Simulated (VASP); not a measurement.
All values below come from PBEsol GGA, VASP's PBE PAW potentials (set 64) (plane waves; VASP).

VASP ran on this input.

INCAR:
```
SYSTEM = KCl
PREC = Accurate
ENCUT = 400
EDIFF = 1E-8
NELM = 100
ALGO = Normal
LREAL = .FALSE.
LASPH = .TRUE.
ISMEAR = 0
SIGMA = 0.01
GGA = PS
LWAVE = .FALSE.
LCHARG = .FALSE.
IBRION = 8
NSW = 1
LEPSILON = .TRUE.
```

### POSCAR
```
KCl
4.4202660
  0.0000000000   0.7071068044   0.7071068044
  0.7071068044   0.0000000000   0.7071068044
  0.7071068044   0.7071068044   0.0000000000
K Cl
1 1
Cartesian
  0.0000000000   0.0000000000   0.0000000000
  0.7071068044   0.7071068044   0.7071068044
```

**KPOINTS**
```
Regular mesh
0
Gamma
 7 7 7
0 0 0
```

POTCAR, in this order: K_sv Cl (PBE.64 set). Program: vasp_std.

What VASP printed:

OUTCAR:
```
 ion  position               nearest neighbor table
   1  0.000  0.000  0.000-   2 3.13   2 3.13   2 3.13   2 3.13   2 3.13   2 3.13
   2  0.500  0.500  0.500-   1 3.13   1 3.13   1 3.13   1 3.13   1 3.13   1 3.13
  LATTYP: Found a face centered cubic cell.
 ALAT       =     6.2512003318
 Subroutine PRICEL returns:
 Original cell was already a primitive cell.
 Subroutine GETGRP returns: Found 48 space group operations
The static configuration has the point symmetry O_h .
The dynamic configuration has the point symmetry O_h .
 Subroutine INISYM returns: Found 48 space group operations
 Subroutine IBZKPT returns following result:
 Found     20 irreducible k-points:

 Following reciprocal coordinates:
            Coordinates               Weight
  0.000000  0.000000  0.000000      1.000000
  0.142857  0.000000  0.000000      8.000000
  0.285714  0.000000  0.000000      8.000000
  0.428571  0.000000  0.000000      8.000000
  0.142857  0.142857  0.000000      6.000000
  0.285714  0.142857  0.000000     24.000000
  0.428571  0.142857  0.000000     24.000000
 -0.428571  0.142857  0.000000     24.000000
 -0.285714  0.142857  0.000000     24.000000
 -0.142857  0.142857  0.000000     12.000000
  0.285714  0.285714  0.000000      6.000000
  0.428571  0.285714  0.000000     24.000000
 -0.428571  0.285714  0.000000     24.000000
 -0.285714  0.285714  0.000000     12.000000
  0.428571  0.428571  0.000000      6.000000
 -0.428571  0.428571  0.000000     12.000000
  0.428571  0.285714  0.142857     24.000000
 -0.428571  0.285714  0.142857     48.000000
 -0.428571  0.428571  0.142857     24.000000
 -0.285714  0.428571  0.142857     24.000000
 Subroutine IBZKPT_HF returns following result:
   k-points           NKPTS =     20   k-points in BZ     NKDIM =     20   number of bands    NBANDS=     12
   number of dos      NEDOS =    301   number of ions     NIONS =      2
   total plane-waves  NPLWV =  27000
   dimension x,y,z NGX =    30 NGY =   30 NGZ =   30
   dimension x,y,z NGXF=    60 NGYF=   60 NGZF=   60
   ions per type =               1   1
   PREC   = accura    normal or accurate (medium, high low for compatibility)
   ISTART =      0    job   : 0-new  1-cont  2-samecut
   ICHARG =      2    charge: 1-file 2-atom 10-const
   ISPIN  =      1    spin polarized calculation?
   LNONCOLLINEAR =      F non collinear calculations
   LSORBIT =      F    spin-orbit coupling
   INIWAV =      1    electr: 0-lowe 1-rand  2-diag
   ENCUT  =  400.0 eV  29.40 Ry    5.42 a.u.   7.21  7.21  7.21*2*pi/ulx,y,z
   NELM   =    100;   NELMIN=  2; NELMDL= -5     # of ELM steps
   EDIFF  = 0.1E-07   stopping-criterion for ELM
   LREAL  =      F    real-space projection
   NLSPLINE    = F    spline interpolate recip. space projectors
   LMAXMIX     =    2 max onsite mixed and CHGCAR
   VOSKOWN=      0    Vosko Wilk Nusair interpolation
   EDIFFG = 0.1E-06   stopping-criterion for IOM
   NSW    =      1    number of steps for IOM
   NBLOCK =      1;   KBLOCK =      1    inner block; outer block
   IBRION =      8    ionic relax: 0-MD 1-quasi-New 2-CG
   NFREE  =      0    steps in history (QN), initial steepest desc. (CG)
   ISIF   =      2    stress and relaxation
   ISYM   =      2    0-nonsym 1-usesym 2-fastsym
   TEIN   =    0.0    initial temperature
   TEBEG  =    0.0;   TEEND  =   0.0 temperature during run
   SMASS  =  -3.00    Nose mass-parameter (am)
   PSTRESS=    0.0 pullay stress
   NELECT =      16.0000    total number of electrons
   EFERMI =   0.00;   METHOD = LEGACY
   ISMEAR =     0;   SIGMA  =   0.01  broadening in eV -4-tet -1-fermi 0-gaus
   IALGO  =     38    algorithm
   LDIAG  =      T    sub-space diagonalisation (order eigenvalues)
   IMIX   =      4    mixing-type and parameters
     AMIX     =   0.40;   BMIX     =  1.00
...
```

### OUTCAR
```


 HEAD OF MICROSCOPIC STATIC DIELECTRIC TENSOR (INDEPENDENT PARTICLE, excluding Hartree and local field effects)
 ------------------------------------------------------
           2.644499     0.000000     0.000000
           0.000000     2.644499    -0.000000
          -0.000000     0.000000     2.644499
 ------------------------------------------------------

 MACROSCOPIC STATIC DIELECTRIC TENSOR (including local field effects in DFT)
 ------------------------------------------------------
           2.383682     0.000000    -0.000000
          -0.000000     2.383682     0.000000
           0.000000     0.000000     2.383682
 ------------------------------------------------------

 PIEZOELECTRIC TENSOR (including local field effects)  for field in x, y, z        (e  Angst)
          XX          YY          ZZ          XY          YZ          ZX
  --------------------------------------------------------------------------------
  x     0.00000     0.00000     0.00000     0.00000     0.00000     0.00000
  y     0.00000     0.00000     0.00000     0.00000     0.00000     0.00000
  z     0.00000     0.00000     0.00000     0.00000     0.00000     0.00000

 PIEZOELECTRIC TENSOR (including local field effects)  for field in x, y, z        (C/m^2)
          XX          YY          ZZ          XY          YZ          ZX
  --------------------------------------------------------------------------------
  x     0.00000     0.00000     0.00000     0.00000     0.00000     0.00000
  y     0.00000     0.00000     0.00000     0.00000     0.00000     0.00000
  z     0.00000     0.00000     0.00000     0.00000     0.00000     0.00000

 BORN EFFECTIVE CHARGES (including local field effects) (in |e|, cummulative output)
 ---------------------------------------------------------------------------------
 ion    1
    1     1.12499     0.00000     0.00000
    2    -0.00000     1.12499     0.00000
    3     0.00000     0.00000     1.12499
 ion    2
    1    -1.12499    -0.00000     0.00000
    2     0.00000    -1.12499     0.00000
    3     0.00000     0.00000    -1.12499
```
(Selected blocks of OUTCAR.)

File OUTCAR:
```
 val. band max:       -1.8253172302   @ k =   0.0000   0.0000   0.0000

 cond. band min:       3.2602099096   @ k =   0.0000   0.0000   0.0000


 Fermi energy:        -1.7254226164

 k-point     1 :       0.0000    0.0000    0.0000
  band No.  band energies     occupation
      1     -28.8224      2.00000
      2     -13.9412      2.00000
      3     -12.3489      2.00000
      4     -12.3489      2.00000
      5     -12.3489      2.00000
      6      -1.8253      2.00000
      7      -1.8253      2.00000
      8      -1.8253      2.00000
      9       3.2602      0.00000
     10       6.4755      0.00000
     11       6.4755      0.00000
     12       6.4755      0.00000

 k-point     2 :       0.1429    0.0000    0.0000
  band No.  band energies     occupation
      1     -28.8201      2.00000
      2     -13.9811      2.00000
      3     -12.3508      2.00000
      4     -12.3508      2.00000
      5     -12.2982      2.00000
      6      -2.0845      2.00000
      7      -1.8956      2.00000
      8      -1.8956      2.00000
      9       3.7560      0.00000
     10       6.3212      0.00000
     11       6.7377      0.00000
     12       6.7377      0.00000

 k-point     3 :       0.2857    0.0000    0.0000
  band No.  band energies     occupation
      1     -28.8149      2.00000
      2     -14.0632      2.00000
      3     -12.3551      2.00000
      4     -12.3551      2.00000
      5     -12.1912      2.00000
      6      -2.5716      2.00000
      7      -2.0458      2.00000
      8      -2.0458      2.00000
      9       4.8196      0.00000
     10       6.2791      0.00000
     11       7.4713      0.00000
     12       7.4713      0.00000

 k-point     4 :       0.4286    0.0000    0.0000
  band No.  band energies     occupation
      1     -28.8107      2.00000
      2     -14.1232      2.00000
      3     -12.3585      2.00000
      4     -12.3585      2.00000
      5     -12.1108      2.00000
      6      -2.9025      2.00000
...
```

The compound is KCl in the rock salt structure. It was relaxed first.
